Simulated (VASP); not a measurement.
# InP: GW quasiparticle gap

How does the gap of InP change from the starting functional to GW? The cell is of the zinc-blende type, one of the forms listed for this formula. The start is a cell from a database of measured crystal structures.

Calculated with VASP 6.6.1; PBE; plane waves and PAW (In_d_GW, P_GW), in the first sound run; inputs show where later runs differ.

**1. Set-up**

Symmetry: F-43m, No. 216, cubic system. Conventional cell: a = 5.869 Å, b = 5.869 Å, c = 5.869 Å, α = 90.00°, β = 90.00°, γ = 90.00°. Nearest to In lie 4 P at 2.54 Å. Nearest to P lie 4 In at 2.54 Å. Farther neighbours are not listed.

Structure file:

```cif
data_structure
_symmetry_space_group_name_H-M 'P 1'
_symmetry_Int_Tables_number 1
_cell_length_a 4.1498
_cell_length_b 4.1498
_cell_length_c 4.1498
_cell_angle_alpha 60.000
_cell_angle_beta 60.000
_cell_angle_gamma 60.000
_cell_volume 50.53
loop_
_atom_site_label
_atom_site_type_symbol
_atom_site_fract_x
_atom_site_fract_y
_atom_site_fract_z
_atom_site_occupancy
In1 In 0.00000 0.00000 0.00000 1
P2 P 0.25000 0.25000 0.25000 1
```

**2. Ground state**

The orbitals come from a self-consistent PBE run with a tight EDIFF and a narrow smearing. KPOINTS_OPT adds the bands along a path, which shows whether the mesh holds the band edges.

Contents of INCAR:

```
SYSTEM = InP
PREC = Accurate
ENCUT = 330
EDIFF = 1E-08
NELM = 100
ISMEAR = 0
SIGMA = 0.01
LREAL = .FALSE.
ALGO = Normal
GGA = PE
NBANDS = 15
LORBIT = 11
LWAVE = .TRUE.
LCHARG = .FALSE.
KPAR = 8
```

Contents of POSCAR:

```
InP
1.0
    0.0000000000      2.9343500000      2.9343500000
    2.9343500000      0.0000000000      2.9343500000
    2.9343500000      2.9343500000      0.0000000000
In P
1 1
Direct
    0.0000000000      0.0000000000      0.0000000000
    0.2500000000      0.2500000000      0.2500000000
```

Contents of KPOINTS:

```
Automatic mesh
0
Gamma
6 6 6
0 0 0
```

Contents of KPOINTS_OPT:

```
Line mode
12
Line-mode
Reciprocal
  0.00000000   0.00000000   0.00000000 GAMMA
  0.50000000   0.00000000   0.50000000 X

  0.50000000   0.00000000   0.50000000 X
  0.50000000   0.25000000   0.75000000 W

  0.50000000   0.25000000   0.75000000 W
  0.37500000   0.37500000   0.75000000 K

  0.37500000   0.37500000   0.75000000 K
  0.00000000   0.00000000   0.00000000 GAMMA

  0.00000000   0.00000000   0.00000000 GAMMA
  0.50000000   0.50000000   0.50000000 L

  0.50000000   0.50000000   0.50000000 L
  0.62500000   0.25000000   0.62500000 U

  0.62500000   0.25000000   0.62500000 U
  0.50000000   0.25000000   0.75000000 W

  0.50000000   0.25000000   0.75000000 W
  0.50000000   0.50000000   0.50000000 L

  0.50000000   0.50000000   0.50000000 L
  0.37500000   0.37500000   0.75000000 K

  0.62500000   0.25000000   0.62500000 U
  0.50000000   0.00000000   0.50000000 X
```

The projector-augmented-wave data sets are In_d_GW and P_GW (PBE family, release 64).

Started as:

```sh
$ mpirun -np 8 vasp_std
```

Output:

```text
[banner, memory and clock lines left out]
running    8 mpi-ranks, on    1 nodes
 distrk:  each k-point on    1 cores,    8 groups
 distr:  one band on    1 cores,    1 groups

 POSCAR found type information on POSCAR InP
 POSCAR found :  2 types and       2 ions
|                                                                             |
|           W    W    AA    RRRRR   N    N  II  N    N   GGGG   !!!           |
|           W    W   A  A   R    R  NN   N  II  NN   N  G    G  !!!           |
|           W    W  A    A  R    R  N N  N  II  N N  N  G       !!!           |
|           W WW W  AAAAAA  RRRRR   N  N N  II  N  N N  G  GGG   !            |
|           WW  WW  A    A  R   R   N   NN  II  N   NN  G    G                |
|           W    W  A    A  R    R  N    N  II  N    N   GGGG   !!!           |
|                                                                             |
|     For optimal performance we recommend to set                             |
|       NCORE = 2 up to number-of-cores-per-socket                            |
|     NCORE specifies how many cores store one orbital (NPAR=cpu/NCORE).      |
|     This setting can greatly improve the performance of VASP for DFT.       |
|     The default, NCORE=1 might be grossly inefficient on modern             |
|     multi-core architectures or massively parallel machines. Do your        |
|     Unfortunately you need to use the default for GW and RPA                |
|     calculations (for HF NCORE is supported but not extensively tested      |
|     yet).                                                                   |
|                                                                             |

 LDA part: xc-table for (Slater+PW92), standard interpolation
 POSCAR, INCAR and KPOINTS ok, starting setup
 FFT: planning ... GRIDC
 FFT: planning ... GRID_SOFT
 FFT: planning ... GRID
 WAVECAR not read
 entering main loop
       N       E                     dE             d eps       ncg     rms          rms(c)
DAV:   1     0.118066353128E+03    0.11807E+03   -0.62287E+03   565   0.228E+03
DAV:   2     0.413965148830E+01   -0.11393E+03   -0.10556E+03   814   0.513E+02
DAV:   3    -0.836308470698E+01   -0.12503E+02   -0.12443E+02   821   0.147E+02
DAV:   4    -0.875588011928E+01   -0.39280E+00   -0.39255E+00   733   0.238E+01
DAV:   5    -0.877785847370E+01   -0.21978E-01   -0.21976E-01   774   0.633E+00    0.593E+00
DAV:   6    -0.837343594356E+01    0.40442E+00   -0.65596E-01   882   0.353E+01    0.328E+00
DAV:   7    -0.834370452642E+01    0.29731E-01   -0.18657E-01   856   0.581E+00    0.139E+00
DAV:   8    -0.834484391479E+01   -0.11394E-02   -0.14507E-02   721   0.486E+00    0.146E-01
DAV:   9    -0.834509609493E+01   -0.25218E-03   -0.18409E-03   841   0.216E+00    0.531E-02
DAV:  10    -0.834522257727E+01   -0.12648E-03   -0.16711E-04   828   0.189E-01    0.169E-02
DAV:  11    -0.834527311886E+01   -0.50542E-04   -0.73906E-05   663   0.136E-01    0.126E-02
DAV:  12    -0.834527311477E+01    0.40905E-08   -0.49908E-06   907   0.388E-02    0.425E-03
DAV:  13    -0.834527338506E+01   -0.27030E-06   -0.36345E-07   686   0.118E-02    0.176E-03
DAV:  14    -0.834527348029E+01   -0.95227E-07   -0.17868E-07   714   0.474E-03    0.581E-04
DAV:  15    -0.834527348388E+01   -0.35884E-08   -0.49257E-09   534   0.152E-03
   1 F= -.83452735E+01 E0= -.83452735E+01  d E =-.615235E-13
 Start KPOINTS_OPT (optional k-point list driver)
k-point batch [1-16\120]
       N       E                     dE             ncg
DAV:   1     0.187768867999E+03   -0.49675E+04      624
DAV:   2    -0.153365111327E+04   -0.17214E+04      880
DAV:   3    -0.167883300904E+04   -0.14518E+03      770
DAV:   4    -0.168467293991E+04   -0.58399E+01      782
DAV:   5    -0.168500154159E+04   -0.32860E+00      858
DAV:   6    -0.168501742957E+04   -0.15888E-01      798
DAV:   7    -0.168501818279E+04   -0.75322E-03      828
DAV:   8    -0.168501821692E+04   -0.34133E-04      768
DAV:   9    -0.168501821882E+04   -0.18947E-05      821
DAV:  10    -0.168501821892E+04   -0.10372E-06      737
DAV:  11    -0.168501821893E+04   -0.85493E-08      587
[...]
k-point batch [113-120\120]
       N       E                     dE             ncg
DAV:   1     0.405292886526E+04   -0.40436E+04      289
DAV:   2     0.316441871885E+04   -0.88851E+03      456
DAV:   3     0.310282627318E+04   -0.61592E+02      395
DAV:   4     0.310058531128E+04   -0.22410E+01      441
DAV:   5     0.310050427305E+04   -0.81038E-01      371
DAV:   6     0.310050071433E+04   -0.35587E-02      442
DAV:   7     0.310050054426E+04   -0.17007E-03      379
DAV:   8     0.310050053241E+04   -0.11844E-04      449
DAV:   9     0.310050053167E+04   -0.74384E-06      365
DAV:  10     0.310050053163E+04   -0.40952E-07      418
DAV:  11     0.310050053163E+04   -0.25379E-08      268
 writing wavefunctions
```

The job ended after 6 s (8 MPI ranks of Intel Xeon 6975P-C (Granite Rapids), shared host; peak memory 1.4 GiB).

The logs omit lines about the potential files and the build; timing stands in the text.

OUTCAR, selected parts (step 2):

```text
ion  position               nearest neighbor table
   1  0.000  0.000  0.000-   2 2.54   2 2.54   2 2.54   2 2.54
   2  0.250  0.250  0.250-   1 2.54   1 2.54   1 2.54   1 2.54

  LATTYP: Found a face centered cubic cell.
 ALAT       =     5.8687000000

 Subroutine GETGRP returns: Found 24 space group operations
 (whereof 24 operations were pure point group operations)

The static configuration has the point symmetry T_d .

 Found     16 irreducible k-points:

   k-points           NKPTS =     16   k-points in BZ     NKDIM =     16   number of bands    NBANDS=     15

   dimension x,y,z NGX =    28 NGY =   28 NGZ =   28
   dimension x,y,z NGXF=    56 NGYF=   56 NGZF=   56

   ENCUT  =  330.0 eV  24.25 Ry    4.92 a.u.   6.15  6.15  6.15*2*pi/ulx,y,z

   NELECT =      18.0000    total number of electrons

 k-points in reciprocal lattice and weights: Automatic mesh
   0.00000000  0.00000000  0.00000000       0.005
   0.16666667  0.00000000  0.00000000       0.037
   0.33333333  0.00000000  0.00000000       0.037
   0.50000000  0.00000000  0.00000000       0.019
   0.16666667  0.16666667  0.00000000       0.028
   0.33333333  0.16666667  0.00000000       0.111
   0.50000000  0.16666667  0.00000000       0.111
  -0.33333333  0.16666667  0.00000000       0.111
  -0.16666667  0.16666667  0.00000000       0.056
[...]
-0.33333333  0.33333333  0.16666667       0.111
  -0.33333333  0.50000000  0.16666667       0.056

 average (electrostatic) potential at core
       1 -74.3026       2 -75.1599

 E-fermi :   3.9296

 k-point     1 :       0.0000    0.0000    0.0000
  band No.  band energies     occupation
    ...
      5     -10.1462      2.00000
      6      -7.6119      2.00000
      7       3.8839      2.00000
      8       3.8839      2.00000
      9       3.8839      2.00000
     10       4.5643      0.00000
     11       7.9666      0.00000
     12       7.9666      0.00000
     13       7.9666      0.00000
     14      12.4400      0.00000
    ...

 k-point     2 :       0.1667    0.0000    0.0000
  band No.  band energies     occupation
    ...
      5     -10.1452      2.00000
      6      -7.3004      2.00000
      7       1.7007      2.00000
      8       3.5810      2.00000
      9       3.5810      2.00000
     10       5.6643      0.00000
     11       8.3666      0.00000
     12       8.4036      0.00000
     13       8.4036      0.00000
     14      12.4811      0.00000
    ...

 k-point     3 :       0.3333    0.0000    0.0000
  band No.  band energies     occupation
    ...
      5     -10.1388      2.00000
      6      -6.4971      2.00000
      7      -0.6718      2.00000
      8       3.1111      2.00000
      9       3.1111      2.00000
     10       5.5217      0.00000
     11       8.7443      0.00000
     12       8.7443      0.00000
     13      10.1392      0.00000
     14      12.7685      0.00000
    ...

  Total        0.7277936      0.7277936      0.7277936      0.0000000      0.0000000      0.0000000
  in kB       23.0756050     23.0756050     23.0756050      0.0000000      0.0000000      0.0000000
  external PRESSURE =      23.0756050 kB  Pullay stress =       0.0000000 kB

  energy-cutoff  :      330.00
  volume of cell :       50.53
      direct lattice vectors                 reciprocal lattice vectors
     0.000000000  2.934350000  2.934350000    -0.170395488  0.170395488  0.170395488
     2.934350000  0.000000000  2.934350000     0.170395488 -0.170395488  0.170395488
     2.934350000  2.934350000  0.000000000     0.170395488  0.170395488 -0.170395488

 POSITION                                       TOTAL-FORCE (eV/Angst)
 -----------------------------------------------------------------------------------
      0.00000      0.00000      0.00000        -0.000000     -0.000000     -0.000000
      1.46717      1.46717      1.46717         0.000000      0.000000      0.000000
 -----------------------------------------------------------------------------------
    total drift:                               -0.000000     -0.000000     -0.000000

  FREE ENERGIE OF THE ION-ELECTRON SYSTEM (eV)
  ---------------------------------------------------
  free  energy   TOTEN  =        -8.3452734839 eV

  energy  without entropy=       -8.3452734839  energy(sigma->0) =       -8.34527348

 total charge
# of ion       s       p       d       f       tot
--------------------------------------------------
    1        0.783   0.703  10.029   0.020  11.535
    2        1.133   1.697   0.032   0.000   2.863
--------------------------------------------------
tot          1.917   2.400  10.061   0.020  14.397

[... 3 further parts left out ...]
```

This step gave:

```yaml
free_energy_toten: -8.345 eV
fermi_energy: 3.930 eV
pressure: 2.308 GPa
least_gap_on_mesh_and_path: 0.6804 eV
least_direct_gap_on_mesh_and_path: 0.6804 eV
```

The highest empty bands on the path are converged less tightly, to about 0.1 eV. The electronic bands at the labelled points (eV, zero at the valence-band top; v1 is the highest filled band, c1 the lowest empty one):

```csv
point,v3,v2,v1,c1,c2,c3,c4
Γ,0.00,0.00,0.00,0.68,4.08,4.08,4.08
0.55 of the way,-3.65,-1.55,-1.55,2.35,3.09,6.68,6.68
X,-5.74,-2.31,-2.31,1.77,2.26,9.18,9.55
0.45 of the way,-5.68,-2.60,-2.59,2.54,2.96,7.87,7.90
W,-5.59,-2.94,-2.90,4.29,4.36,5.55,6.20
0.45 of the way,-5.59,-3.17,-2.42,3.25,4.41,6.26,6.82
K,-5.60,-3.29,-1.93,2.36,4.38,7.49,7.52
0.45 of the way,-4.09,-2.24,-0.68,2.91,4.89,5.14,5.14
Γ,0.00,0.00,0.00,0.68,4.08,4.08,4.08
0.45 of the way,-3.10,-0.49,-0.49,1.80,4.73,4.73,5.05
L,-5.72,-0.97,-0.97,1.48,4.80,4.80,7.10
0.55 of the way,-5.55,-2.64,-1.43,2.69,4.57,5.93,6.86
U,-5.60,-3.29,-1.93,2.36,4.38,7.49,7.52
0.55 of the way,-5.59,-3.17,-2.42,3.25,4.41,6.26,6.82
W,-5.59,-2.94,-2.90,4.29,4.36,5.55,6.20
0.55 of the way,-5.55,-2.52,-1.52,3.00,4.20,5.80,7.14
L,-5.72,-0.97,-0.97,1.48,4.80,4.80,7.10
0.55 of the way,-5.55,-2.64,-1.43,2.69,4.57,5.93,6.86
K,-5.60,-3.29,-1.93,2.36,4.38,7.49,7.52
jump to U,-5.60,-3.29,-1.93,2.36,4.38,7.49,7.52
0.45 of the way,-5.70,-2.79,-2.19,2.07,2.99,8.27,8.57
X,-5.74,-2.31,-2.31,1.77,2.26,9.18,9.55
```

Of the projections kept (In, P), the largest for each band there; the rest of the weight can lie on other orbitals:

```csv
point,v3,v2,v1,c1,c2,c3,c4
Γ,P 0.77,P 0.77,P 0.77,In 0.50,In 0.78,In 0.78,In 0.78
X,In 0.72,P 0.64,P 0.64,In 0.63,In 0.64,P 0.75,In 0.54
W,In 0.73,P 0.64,P 0.59,P 0.68,P 0.54,In 0.67,In 0.63
K,In 0.71,P 0.61,P 0.65,In 0.63,P 0.57,In 0.51,P 0.58
Γ,P 0.77,P 0.77,P 0.77,In 0.50,In 0.78,In 0.78,In 0.78
L,In 0.62,P 0.69,P 0.69,In 0.61,In 0.67,In 0.67,P 0.70
```

The electronic bands as a text plot (rows in eV, shown from -5.7 to 4.1 only):

```
    3.9 |++                    ++++              + +          +
    3.5 |  +        +                               +
    3.1 |   +++     +  +   +++                       +
    2.7 |   +  ++  +    + +   +             +++ +     +    ++  +
    2.2 |  + ++  +++     +     +           +   +          +  ++ +
    1.8 | +    ++++             +   ++++               + +     ++
    1.4 |                          +    +++             +
    1.0 |+                       +
    0.6 |                         +
    0.2 |                         *
   -0.2 |**                    *** ***
   -0.6 |* *                 *** *    **
   -1.0 | * *              **      *    ****           ****
   -1.4 |    *            *     *          ***       *** * *
   -1.9 |  *  **        **    **    *         **    *     * ***
   -2.3 |   *   ***    *     *       *      *   *     *        **
   -2.7 |          ** *     *                    * * *     *   *
   -3.1 |            **** **                 ********       * *
   -3.5 |    *           *    *                              *
   -3.9 |                    *        *
   -4.3 |     *                        *
   -4.7 |      *            *
   -5.1 |       *         **            *
   -5.5 |        *********               ************************
         Γ       X    W  K        Γ      L     U  W     L   K|U X
```

The cell has a gap of 0.680 eV on mesh and path and a pressure of +2.3 GPa, which holds the misfit of the given cell and coordinates with this functional, and any error of cutoff, mesh and data sets. Spin-orbit coupling is left out, which can shift or reorder these edges.

**3. Empty bands**

ALGO = Exact makes the empty bands from the converged ground state in one step. LOPTICS writes the k-derivatives of the orbitals (WAVEDER), which give the long-wavelength limit of the screening.

Contents of INCAR:

```
SYSTEM = InP
PREC = Accurate
ENCUT = 330
ISMEAR = 0
SIGMA = 0.01
LREAL = .FALSE.
GGA = PE
NBANDS = 120
ALGO = Exact
NELM = 1
LWAVE = .TRUE.
LCHARG = .FALSE.
LOPTICS = .TRUE.
NEDOS = 1000
CSHIFT = 0.1
```

POSCAR is that of step 2.

KPOINTS is that of step 2.

Started as:

```sh
$ mpirun -np 8 vasp_std
```

Output:

```text
[banner, memory and clock lines left out]
running    8 mpi-ranks, on    1 nodes
 distrk:  each k-point on    8 cores,    1 groups
 distr:  one band on    1 cores,    8 groups

 POSCAR found type information on POSCAR InP
 POSCAR found :  2 types and       2 ions
 [... a notice as in an earlier step ...]

 LDA part: xc-table for (Slater+PW92), standard interpolation
 found WAVECAR, reading the header
  number of bands has changed, file:    15 present:   120
  trying to continue reading WAVECAR, but it might fail
 POSCAR, INCAR and KPOINTS ok, starting setup
 FFT: planning ... GRIDC
 FFT: planning ... GRID_SOFT
 FFT: planning ... GRID
 reading WAVECAR
 random initialization beyond band           15
 the WAVECAR file was read successfully
 initial charge from wavefunction
 entering main loop
       N       E                     dE             d eps       ncg     rms          rms(c)
DIA:   1    -0.834527349050E+01   -0.83453E+01    0.00000E+00     0   0.000E+00
   1 F= -.83452735E+01 E0= -.83452735E+01  d E =-.142673E-36
 writing wavefunctions
 optical routines
 imaginary and real dielectric function
 recalculating local potential from charge density
 direction            1
 direction            2
 direction            3
```

Elapsed: 3.2 s, on 8 MPI ranks; peak memory 1.1 GiB.

From OUTCAR (step 3):

```text
The static configuration has the point symmetry T_d .

 Found     16 irreducible k-points:

   k-points           NKPTS =     16   k-points in BZ     NKDIM =     16   number of bands    NBANDS=    120

   NELECT =      18.0000    total number of electrons

 E-fermi :   3.9707

 k-point     1 :       0.0000    0.0000    0.0000
  band No.  band energies     occupation
    ...
      5     -10.1461      2.00000
      6      -7.6119      2.00000
      7       3.8838      2.00000
      8       3.8838      2.00000
      9       3.8838      2.00000
     10       4.5643      0.00000
     11       7.9666      0.00000
     12       7.9666      0.00000
     13       7.9666      0.00000
     14      12.4400      0.00000
    ...

 k-point     2 :       0.1667    0.0000    0.0000
  band No.  band energies     occupation
    ...
      5     -10.1451      2.00000
      6      -7.3004      2.00000
      7       1.7007      2.00000
      8       3.5810      2.00000
      9       3.5810      2.00000
     10       5.6643      0.00000
     11       8.3666      0.00000
     12       8.4036      0.00000
     13       8.4036      0.00000
     14      12.4810      0.00000
    ...

  Total        0.7270337      0.7270337      0.7270337      0.0000000      0.0000000     -0.0000000
  in kB       23.0515115     23.0515115     23.0515115      0.0000000      0.0000000     -0.0000000
  external PRESSURE =      23.0515115 kB  Pullay stress =       0.0000000 kB

 POSITION                                       TOTAL-FORCE (eV/Angst)
 -----------------------------------------------------------------------------------
      0.00000      0.00000      0.00000         0.000000      0.000000      0.000000
      1.46717      1.46717      1.46717        -0.000000     -0.000000     -0.000000
 -----------------------------------------------------------------------------------
    total drift:                               -0.000000     -0.000000     -0.000000

  FREE ENERGIE OF THE ION-ELECTRON SYSTEM (eV)
  ---------------------------------------------------
  free  energy   TOTEN  =        -8.3452734905 eV

  energy  without entropy=       -8.3452734905  energy(sigma->0) =       -8.34527349

 plasma frequency squared (from intraband transitions) (eV^2)
  --------------------------------------------------------------------------------------
       0.000       0.000       0.000
       0.000       0.000       0.000
       0.000       0.000       0.000

[... 7 parts as in an earlier step ...]

[... 5 further parts left out ...]
```

The gap is read on the k-mesh alone, so it is an upper bound where the band edges lie off the mesh.

Numbers from this step:

| Property | Result |
| --- | --- |
| gap on the k-mesh | 0.6805 eV |
| least direct gap on the k-mesh | 0.6805 eV |

WAVECAR now holds 120 bands for 18 electrons. Its independent-particle dielectric tensor has xx, yy, zz = 21.9, 21.9, 21.9 on this mesh, which isn't tested for convergence in mesh or bands and lacks local fields.

(Continued in part 2 of 3.)

[Lines on the potential files, build, host, timing and source positions are cut from VASP's logs without a mark.]

[Logs are printed without paths, hosts, clocks, repeated set-up lines and the standing remarks that a program may print on its own settings, such as how far it seeks lower states.]

[Hosts, paths, dates, database ids (printed as entryN), source tags and the programs' standing remarks are cut or masked in the printed files.]

[Pressures printed for these runs are not shown converged in the cutoff: they can be off by several GPa and have the wrong sign.]
